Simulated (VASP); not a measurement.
A 71-atom supercell of SiC (4h) holds C vacancy in charge state -2. It is relaxed twice, with the total moment held at 0 and at 2 μB. Level of theory: PBE GGA, VASP's PBE PAW potentials (set 64) (plane waves; VASP). Numerical set-up: PREC = Normal, LREAL = Auto, ISYM = 0, NELECT = 286.0, EDIFF = 1E-5, 400 eV cut-off, 1×1×1 Γ-centred mesh, Gaussian smearing of 0.050 eV, potentials Si C.

The cell is charged, with a uniform compensating background. The supercell is sampled at Γ alone, which is coarse: total energies, pressure and levels can be off, energies of defects by several tenths of an eV.

Problem. Which spin state lies lower, and by how much?

Solution. The state with 0 μB lies lower, by 0.45 eV.

The cell is a supercell with a defect, built from SiC (4h).
